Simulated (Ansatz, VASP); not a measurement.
# Two plane-wave programs on LiLu

File INCAR:

```
SYSTEM = LiLu
PREC     = Accurate       ! precision mode
ENCUT    = 600            ! plane-wave cutoff, eV
EDIFF    = 1E-6           ! SCF threshold, eV
ISMEAR   = 0              ! smearing method
SIGMA    = 0.1            ! smearing width, eV
LREAL    = .False.        ! projectors in reciprocal space
LASPH    = .True.         ! aspherical terms in the spheres
NELM     = 100            ! most SCF steps
ALGO     = Normal         ! electronic algorithm
ISIF     = 3              ! what is computed and relaxed
LWAVE    = .False.        ! write WAVECAR
LCHARG   = .False.        ! write CHGCAR
GGA      = PE             ! functional
IBRION   = 2              ! ionic algorithm
NSW      = 90             ! ionic steps
EDIFFG   = -0.04          ! ionic threshold
```

File KPOINTS:

```
regular mesh
0
Gamma
  6 6 6
  0 0 0
```

Contents of POSCAR:

```
LiLu
1.0
    0.0000000000      2.5896617700      2.5896617700
    2.5896617700      0.0000000000      2.5896617700
    2.5896617700      2.5896617700      0.0000000000
Li Lu
1 1
Direct
    0.5000000000      0.5000000000      0.5000000000
    0.0000000000      0.0000000000      0.0000000000
```

Input for Ansatz:

```yaml
crystal:
  lattice:
    - [0.0, 2.58966177, 2.58966177]
    - [2.58966177, 0.0, 2.58966177]
    - [2.58966177, 2.58966177, 0.0]
  atoms:
    - { symbol: Li, position: [0.5, 0.5, 0.5] }
    - { symbol: Lu, position: [0.0, 0.0, 0.0] }
basis:
  ecutwfc: 420
kpoints:
  mp_grid: { grid: [6, 6, 6] }
hamiltonian:
  xc: pbe
scf:
  occupations: { method: gaussian, width: 0.1 }
  lower_state_search: "off"
output:
  forces: true
  stress: true
  eigenvalues: true
relax:
  adjacent_minimum: "off"
  f_tol: 0.04
  max_steps: 70
  cell: { stress_tol: 0.4 }
```

Alike in both runs: task relaxation of cell and atoms; functional PBE; k mesh 6 × 6 × 6; occupations gaussian, width 0.1 eV; no spin polarisation.

```csv
,VASP,Ansatz
version,VASP 6.6.1,Ansatz 0.2.0
potentials or method,"VASP PAW PBE potentials, release 64 (Li_sv, Lu)","scalar-relativistic, plane waves, PAW"
plane-wave cutoff (eV),600,420
valence electrons in the cell,28,28
```

```csv
,VASP,Ansatz,Ansatz less VASP
"gap on the k mesh at the Fermi level, each at its own relaxed structure (eV)",none,none,-
relaxed volume (Å³/atom),25.17,25.49,+0.319
relaxed cell length with the largest relative difference (Å),4.144,4.162,+0.0175
energy change over the relaxation (meV/atom),-441,-443,-2.5
```

A gap of «none» marks a metal or a gap that the smearing closes.

Caveats: the cutoff is under 1.25 times the usual one of these potentials, so pressure, stress and relaxed cells hold a basis-set (Pulay) error (VASP); the volume moved by over 15 % at a fixed basis, so the end points are rough (VASP). Spin-orbit coupling is left out, which matters for the levels of Lu.
